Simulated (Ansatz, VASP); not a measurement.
# Cross-check of Ge3Cl8 (Ge3Cl8 (F-43c)) between VASP and Ansatz

One calculation is typed for both programs; each brings its own data sets. How far apart do they land? The structure shown is the start of the Ansatz relaxation below; VASP solves that cell, so the two are compared at the walk's first step.

Program: Ansatz 0.2.0. Level of theory: plane waves, with VASP 6.6.1 beside it; single point at r2SCAN. Results are calculated unless marked as measured.

## Step 1: Set-up

The cell holds 44 atoms: 12 Ge and 32 Cl. Its edges and angles: a = 12.459 Å, b = 12.459 Å, c = 12.459 Å, α = 60.0°, β = 60.0°, γ = 60.0°.

## Step 2: Ansatz: relaxation, r2SCAN

Ansatz runs on its default PAW (the set named soft_2) files.

The two programs are compared at the cell with which this relaxation starts, whose forces are those of its first step.

input.yaml reads:

```yaml
crystal:
  lattice:
    - [0.0, 8.8100141, 8.8100141]
    - [8.8100141, 0.0, 8.8100141]
    - [8.8100141, 8.8100141, 0.0]
  atoms:
    - { symbol: Ge, position: [0.82957524, 0.82957524, 0.82957524] }
    - { symbol: Ge, position: [0.32957524, 0.01127428, 0.32957524] }
    - { symbol: Ge, position: [0.01127428, 0.32957524, 0.32957524] }
    - { symbol: Ge, position: [0.32957524, 0.32957524, 0.01127428] }
    - { symbol: Ge, position: [0.82957524, 0.51127428, 0.82957524] }
    - { symbol: Ge, position: [0.82957524, 0.82957524, 0.51127428] }
    - { symbol: Ge, position: [0.51127428, 0.82957524, 0.82957524] }
    - { symbol: Ge, position: [0.32957524, 0.32957524, 0.32957524] }
    - { symbol: Ge, position: [0.75, 0.75, 0.75] }
    - { symbol: Ge, position: [0.25, 0.25, 0.25] }
    - { symbol: Ge, position: [0.5, 0.5, 0.5] }
    - { symbol: Ge, position: [0.0, 0.0, 0.0] }
    - { symbol: Cl, position: [0.70900232, 0.82598151, 0.43864776] }
    - { symbol: Cl, position: [0.02636841, 0.82598151, 0.70900232] }
    - { symbol: Cl, position: [0.43864776, 0.82598151, 0.02636841] }
    - { symbol: Cl, position: [0.70900232, 0.02636841, 0.82598151] }
    - { symbol: Cl, position: [0.70900232, 0.43864776, 0.02636841] }
    - { symbol: Cl, position: [0.82598151, 0.70900232, 0.02636841] }
    - { symbol: Cl, position: [0.93864776, 0.52636841, 0.32598151] }
    - { symbol: Cl, position: [0.32598151, 0.20900232, 0.93864776] }
    - { symbol: Cl, position: [0.52636841, 0.93864776, 0.20900232] }
    - { symbol: Cl, position: [0.20900232, 0.52636841, 0.93864776] }
    - { symbol: Cl, position: [0.20900232, 0.93864776, 0.32598151] }
    - { symbol: Cl, position: [0.52636841, 0.20900232, 0.32598151] }
    - { symbol: Cl, position: [0.06920133, 0.06920133, 0.79239602] }
    - { symbol: Cl, position: [0.56920133, 0.56920133, 0.56920133] }
    - { symbol: Cl, position: [0.56920133, 0.29239602, 0.56920133] }
    - { symbol: Cl, position: [0.29239602, 0.56920133, 0.56920133] }
    - { symbol: Cl, position: [0.79239602, 0.06920133, 0.06920133] }
    - { symbol: Cl, position: [0.06920133, 0.06920133, 0.06920133] }
    - { symbol: Cl, position: [0.06920133, 0.79239602, 0.06920133] }
    - { symbol: Cl, position: [0.56920133, 0.56920133, 0.29239602] }
    - { symbol: Cl, position: [0.20900232, 0.32598151, 0.52636841] }
    - { symbol: Cl, position: [0.43864776, 0.70900232, 0.82598151] }
    - { symbol: Cl, position: [0.82598151, 0.02636841, 0.43864776] }
    - { symbol: Cl, position: [0.43864776, 0.02636841, 0.70900232] }
    - { symbol: Cl, position: [0.02636841, 0.43864776, 0.82598151] }
    - { symbol: Cl, position: [0.02636841, 0.70900232, 0.43864776] }
    - { symbol: Cl, position: [0.82598151, 0.43864776, 0.70900232] }
    - { symbol: Cl, position: [0.52636841, 0.32598151, 0.93864776] }
    - { symbol: Cl, position: [0.93864776, 0.32598151, 0.20900232] }
    - { symbol: Cl, position: [0.32598151, 0.93864776, 0.52636841] }
    - { symbol: Cl, position: [0.93864776, 0.20900232, 0.52636841] }
    - { symbol: Cl, position: [0.32598151, 0.52636841, 0.20900232] }
basis:
  ecutwfc: 500
  xc_grid: 2
hamiltonian:
  xc: r2scan
kpoints:
  mp_grid: { grid: [3, 3, 3] }
scf:
  occupations: { method: fermi_dirac, width: 0.01 }
  max_iter: 150
output:
  forces: true
  stress: true
relax:
  f_tol: 0.01
  max_steps: 60
  cell: {}
checkpoint:
  write: "../r2scan.run"
  compress: false
  write_wavefunctions: false
  write_every: 100000
```

Run with:

```sh
$ ansatz run input.yaml --threads 4 --pin off --max-ram 6594MiB --backend cpu --events-out ev --progress --plain --runs-dir out
```

Numbers of over 12 decimals in the logs are rounded to 6 here.

The log of the run:

```text
Engine: ansatz 0.2.0, aarch64-unknown-linux-gnu
Pseudopotentials: kind: paw
Pseudopotential: Ge, paw, valence charge 14, recommended cutoff 500 eV (meta_gga), Ge.paw.azcp
Pseudopotential: Cl, paw, valence charge 7, recommended cutoff 500 eV (meta_gga), Cl.paw.azcp
Functional definition: r2SCAN
  parameter k0 = 0.174
  parameter k1 = 0.065
  parameter a1 = 4.9479
  exchange = r2scan_x(k0 = k0, k1 = k1, a1 = a1)
  correlation = r2scan_c
Crystal: 44 atoms, lattice volume = 1367.602 Å³
Basis set: ecut = 500 eV, 34717 PW (Γ), exchange–correlation on 192×192×192 points (8 copies of the dense FFT grid, shifted against one another)
Bands: 240, of which v1, the nominal top of the filled ones, is band 196 counted from 1 (195 counted from 0)
Symmetry: 24 space group operations
Space group: F-43c (ITA 219), of the structure as read, at distance tolerance 1.1e-4 Å
k-points: 4 of 27 (time reversal used)
Non-local potential: Ge, projectors of the file, l = 0: 2, l = 1: 2, l = 2: 3, l = 3: 1
Non-local potential: Cl, projectors of the file, l = 0: 2, l = 1: 2, l = 2: 2
PAW form: soft (Blöchl's): semilocal exchange-correlation on the pseudo side does not see the compensation charge
PAW frozen core: Ge, regenerated for the run's functional (the file was generated under x = pbe(κ = 0.804, μ = 0.219515), c = pbe(β = 0.066725))
PAW frozen core: Cl, regenerated for the run's functional (the file was generated under x = pbe(κ = 0.804, μ = 0.219515), c = pbe(β = 0.066725))
PAW one-centre angular grid: Ge, 590 points (default); XC on 160 Gauss nodes
PAW one-centre angular grid: Cl, 302 points (default); XC on 160 Gauss nodes
Initial density: superposition of atomic densities (neutral atoms: chi_scale 0, normalization atom), corrected by the library's trained network
Initial wavefunctions: pseudopotential atomic-orbital guess
Functional: x = r2scan, c = r2scan; τ floored in thin density (d = 2e-4 eV/Å³)
SCF iter   1: F=—  HF=-86351.130406 eV  |F-HF|=—  |Δ(HF+E_count)|=         —  Δρ=5.30e-3  dr2=3.25e-1  dr2_τ=4.09e-1  ethr=1.77e-3  ⟨swp⟩=7.0  Hψ=3975  notcnv=0  defer=38
preconditioner: auto → Resta (q_TF=auto, 2.215 Å⁻¹)  ε∞=2.9  [insulator: Δε(μ)=3.938 eV  Ē_g=11.924 eV  σ=0.010 eV  W_gap=1.00  n_scr=258 (ndim 8)  ℏωp=16.6 eV  f_vac=0.189  D(μ)=0.00/eV (n_scr^D=0)  ε∞_Penn≈2.9]
SCF iter   2: F=—  HF=-86351.290989 eV  |F-HF|=—  |Δ(HF+E_count)|=   1.61e-1  Δρ=2.47e-3  dr2=8.54e-2  dr2_τ=1.23e-3  ethr=8.30e-5  ⟨swp⟩=3.0  Hψ=1952  notcnv=0  defer=144
SCF iter   3: F=—  HF=-86351.273326 eV  |F-HF|=—  |Δ(HF+E_count)|=   1.77e-2  Δρ=9.86e-4  dr2=7.91e-3  dr2_τ=1.24e-4  ethr=2.18e-5  ⟨swp⟩=3.0  Hψ=1664  notcnv=0  defer=92
automatic band count: iteration 3 solves 227 bands in place of 240: the levels show a gap, and the empty bands left out lie too high to hold charge; the band table lists the bands solved (type scf.n_extra_bands for more)
SCF iter   4: F=—  HF=-86351.271892 eV  |F-HF|=—  |Δ(HF+E_count)|=   1.43e-3  Δρ=2.22e-4  dr2=5.99e-4  dr2_τ=4.80e-5  ethr=2.02e-6  ⟨swp⟩=2.0  Hψ=1632  notcnv=0  defer=92
SCF iter   5: F=—  HF=-86351.272173 eV  |F-HF|=—  |Δ(HF+E_count)|=   2.82e-4  Δρ=6.44e-5  dr2=7.60e-5  dr2_τ=3.56e-6  ethr=1.53e-7  ⟨swp⟩=3.0  Hψ=1256  notcnv=0  defer=92
SCF iter   6: F=—  HF=-86351.270936 eV  |F-HF|=—  |Δ(HF+E_count)|=   1.24e-3  Δρ=1.87e-5  dr2=7.49e-6  dr2_τ=2.58e-7  ethr=1.94e-8  ⟨swp⟩=2.0  Hψ=1600  notcnv=0  defer=92
SCF iter   7: F=—  HF=-86351.270939 eV  |F-HF|=—  |Δ(HF+E_count)|=   2.56e-6  Δρ=7.43e-6  dr2=1.10e-6  dr2_τ=2.15e-8  ethr=1.91e-9  ⟨swp⟩=2.0  Hψ=1600  notcnv=0  defer=92
SCF iter   8: F=—  HF=-86351.270939 eV  |F-HF|=—  |Δ(HF+E_count)|=   7.65e-8  Δρ=2.55e-6  dr2=1.14e-7  dr2_τ=7.42e-9  ethr=2.81e-10  ⟨swp⟩=2.0  Hψ=1600  notcnv=0  defer=92
SCF iter   9: F=-86351.270939 eV  HF=-86351.270939 eV  |F-HF|=9.34e-9  |Δ(HF+E_count)|=   6.14e-8  Δρ=7.59e-7  dr2=1.01e-8  dr2_τ=6.07e-10  ethr=2.55e-11  ⟨swp⟩=4.0  Hψ=2898  notcnv=0
SCF 1 converged in 9 iterations: F = -86351.270939 eV  dr2 = 1.01e-8
  greatest PAW one-centre occupation: 0.998 electrons in one spin orbital (limit 2), on the Ge atom at site 11 (counted from 0), in its partial waves of l = 2
relax step   1: F+E_penalty+E_count = -86351.27093891 eV  Δ(F+E_penalty+E_count) = +0.000e0 eV  max|allowed force component| = 2.286e-2 eV/Å  Δτ_max = 0.0000 Å  P = +0.228 GPa  Ω = 1367.602 Å³  (9 SCF iters, dr2 threshold 1.00e-7 eV, accepted)
Crystal: 44 atoms, lattice volume = 1410.737 Å³
Basis set: ecut = 500 eV, 35749 PW (Γ), exchange–correlation on 192×192×192 points (8 copies of the dense FFT grid, shifted against one another)
Initial density: handed on by an earlier stage of this run
Initial wavefunctions: those handed on with the density
iter 1 solved again at ethr=3.09e-5 eV; its pass at ethr=3.10e-3 eV (dr2=1.21e-1 eV) is discarded
[...]
SCF iter   4: F=—  HF=-86351.296584 eV  |F-HF|=—  |Δ(HF+E_count)|=   2.64e-6  Δρ=8.38e-7  dr2=3.83e-9  dr2_τ=1.38e-9  ethr=2.27e-11  ⟨swp⟩=2.0  Hψ=1744  notcnv=0
SCF iter   5: F=-86351.296584 eV  HF=-86351.296584 eV  |F-HF|=1.91e-9  |Δ(HF+E_count)|=   4.29e-9  Δρ=2.55e-7  dr2=4.23e-10  dr2_τ=2.71e-10  ethr=1.00e-12  ⟨swp⟩=5.0  Hψ=3106  notcnv=0
SCF 4 converged in 5 iterations: F = -86351.296584 eV  dr2 = 4.23e-10
[...]
Free energy (F): -86351.296584 eV
Harris-Foulkes:  -86351.296584 eV  (|F-HF|=1.91e-9)
Internal energy: -86351.296584 eV  (E = F + TS)
E sigma→0 (E₀):  -86351.296584 eV
Fermi energy:    1.457432 eV
--- Per-component energies (eV) ---
  E_band       = -4460.618396
  E_kinetic    = 6443.121322
  E_local      = -54679.383793  (includes V_loc(G=0)·N_el)
  E_nonlocal   = 5979.005963
  E_hartree    = 23206.090013
  E_xc         = -4132.685243
  E_vxc        = -5095.320858  (∫ρ·V_xc dr)
  E_paw        = -45762.966296  (= ΣΔE_a)
  E_vpaw       = -3799.352058  (= ΣTr[D̂ρ^β])
  E_aug_tail   = 0.001376  (compensation charges beyond the density's cutoff)
  E_vtau       = 279.127744  (kinetic-family band-sum trace: ∫τ·v_τ [+ j·A + Jᵃ·Aᵃ] dr)
  E_ewald      = -17387.085720
  E_core_change = -17.394207  (= ΣΔE_core)
  E_smearing   = -0.000000  (= −TS)
  E_closure    = -0.000000  (closes the sum)
  Σ components = -86351.296584   (vs F -86351.296584, Δ=0.00e0)
--- Forces (eV/Å), atoms counted from 1 ---
  atom   1  Ge    -0.00110444    -0.00110444    -0.00110444
  atom   2  Ge     0.00110444    -0.00110444     0.00110444
  atom   3  Ge    -0.00110444     0.00110444     0.00110444
  atom   4  Ge     0.00110444     0.00110444    -0.00110444
  atom   5  Ge     0.00110444    -0.00110444     0.00110444
  atom   6  Ge     0.00110444     0.00110444    -0.00110444
  atom   7  Ge    -0.00110444     0.00110444     0.00110444
  atom   8  Ge    -0.00110444    -0.00110444    -0.00110444
  atom   9  Ge     0.00000000    -0.00000000    -0.00000000
  atom  10  Ge     0.00000000    -0.00000000    -0.00000000
  atom  11  Ge     0.00000000    -0.00000000    -0.00000000
  atom  12  Ge     0.00000000    -0.00000000    -0.00000000
  atom  13  Cl    -0.00024243    -0.00025473     0.00109644
  atom  14  Cl     0.00109644     0.00024243     0.00025473
  atom  15  Cl     0.00025473    -0.00109644    -0.00024243
  atom  16  Cl     0.00025473     0.00109644     0.00024243
  atom  17  Cl    -0.00109644     0.00024243    -0.00025473
  atom  18  Cl     0.00024243     0.00025473     0.00109644
  atom  19  Cl     0.00025473    -0.00024243    -0.00109644
  atom  20  Cl    -0.00025473    -0.00024243     0.00109644
  atom  21  Cl    -0.00025473     0.00024243    -0.00109644
  atom  22  Cl    -0.00109644    -0.00025473     0.00024243
  atom  23  Cl    -0.00024243     0.00109644    -0.00025473
  atom  24  Cl     0.00109644     0.00025473     0.00024243
[...]
atom  37  Cl    -0.00024243     0.00025473    -0.00109644
  atom  38  Cl    -0.00025473    -0.00109644     0.00024243
  atom  39  Cl    -0.00025473     0.00109644    -0.00024243
  atom  40  Cl    -0.00024243    -0.00109644     0.00025473
  atom  41  Cl     0.00109644    -0.00025473    -0.00024243
  atom  42  Cl    -0.00109644     0.00025473    -0.00024243
  atom  43  Cl     0.00024243    -0.00109644    -0.00025473
  atom  44  Cl     0.00024243     0.00109644     0.00025473
  max |Σ_I F_I| component: 2.87e-18 eV/Å
--- Stress (GPa, compression-positive) ---
        0.002286      -0.000000      -0.000000
       -0.000000       0.002286       0.000000
       -0.000000       0.000000       0.002286
  P = ⅓ Tr σ = 0.0023 GPa (0.023 kbar)
--- Relaxed structure (3 steps of the walk, 3 accepted, 1 SCFs on fresh bases) ---
  F+E_penalty+E_count = -86351.29658367 eV   max|allowed force component| = 1.393e-3 eV/Å   (the final SCF, on the basis selected at the relaxed cell)
  cell:  # Å, volume = 1416.1597 Å³
    - [0, 8.913072, 8.913072]
    - [8.913072, 0, 8.913072]
    - [8.913072, 8.913072, 0]
  atoms:
    - { symbol: Ge, position: [0.828846, 0.828846, 0.828846] }
    - { symbol: Ge, position: [0.328846, 0.013461, 0.328846] }
    - { symbol: Ge, position: [0.013461, 0.328846, 0.328846] }
    - { symbol: Ge, position: [0.328846, 0.328846, 0.013461] }
    - { symbol: Ge, position: [0.828846, 0.513461, 0.828846] }
    - { symbol: Ge, position: [0.828846, 0.828846, 0.513461] }
    - { symbol: Ge, position: [0.513461, 0.828846, 0.828846] }
    - { symbol: Ge, position: [0.328846, 0.328846, 0.328846] }
    - { symbol: Ge, position: [0.750000, 0.750000, 0.750000] }
    - { symbol: Ge, position: [0.250000, 0.250000, 0.250000] }
    - { symbol: Ge, position: [0.500000, 0.500000, 0.500000] }
    - { symbol: Ge, position: [2.821436144360044e-17, 2.8260231031804103e-17, 2.838329578064322e-17] }
    - { symbol: Cl, position: [0.709722, 0.825516, 0.441325] }
    - { symbol: Cl, position: [0.023437, 0.825516, 0.709722] }
    - { symbol: Cl, position: [0.441325, 0.825516, 0.023437] }
    - { symbol: Cl, position: [0.709722, 0.023437, 0.825516] }
    - { symbol: Cl, position: [0.709722, 0.441325, 0.023437] }
    - { symbol: Cl, position: [0.825516, 0.709722, 0.023437] }
    - { symbol: Cl, position: [0.941325, 0.523437, 0.325516] }
    - { symbol: Cl, position: [0.325516, 0.209722, 0.941325] }
    - { symbol: Cl, position: [0.523437, 0.941325, 0.209722] }
    - { symbol: Cl, position: [0.209722, 0.523437, 0.941325] }
    - { symbol: Cl, position: [0.209722, 0.941325, 0.325516] }
    - { symbol: Cl, position: [0.523437, 0.209722, 0.325516] }
    - { symbol: Cl, position: [0.068512, 0.068512, 0.794463] }
    - { symbol: Cl, position: [0.568512, 0.568512, 0.568512] }
    - { symbol: Cl, position: [0.568512, 0.294463, 0.568512] }
    - { symbol: Cl, position: [0.294463, 0.568512, 0.568512] }
    - { symbol: Cl, position: [0.794463, 0.068512, 0.068512] }
    - { symbol: Cl, position: [0.068512, 0.068512, 0.068512] }
    - { symbol: Cl, position: [0.068512, 0.794463, 0.068512] }
    - { symbol: Cl, position: [0.568512, 0.568512, 0.294463] }
    - { symbol: Cl, position: [0.209722, 0.325516, 0.523437] }
    - { symbol: Cl, position: [0.441325, 0.709722, 0.825516] }
    - { symbol: Cl, position: [0.825516, 0.023437, 0.441325] }
    - { symbol: Cl, position: [0.441325, 0.023437, 0.709722] }
    - { symbol: Cl, position: [0.023437, 0.441325, 0.825516] }
    - { symbol: Cl, position: [0.023437, 0.709722, 0.441325] }
    - { symbol: Cl, position: [0.825516, 0.441325, 0.709722] }
    - { symbol: Cl, position: [0.523437, 0.325516, 0.941325] }
    - { symbol: Cl, position: [0.941325, 0.325516, 0.209722] }
    - { symbol: Cl, position: [0.325516, 0.941325, 0.523437] }
    - { symbol: Cl, position: [0.941325, 0.209722, 0.523437] }
    - { symbol: Cl, position: [0.325516, 0.523437, 0.209722] }
[key lines of the parts left out:]
SCF converged after 5 iterations
```

Reading the cycles: dr2 is the Hartree energy of the density residual (eV), the measure of convergence; HF is the Harris–Foulkes estimate of the energy, which meets the free energy F at convergence.

(Part 1 of 2 ends here.)

[Lines on the potential files, build, host, timing and source positions are cut from VASP's logs without a mark.]

[Logs are printed without paths, hosts, clocks, repeated set-up lines and the standing remarks that a program may print on its own settings, such as how far it seeks lower states.]

[Hosts, paths, dates, database ids (printed as entryN), source tags and the programs' standing remarks are cut or masked in the printed files.]
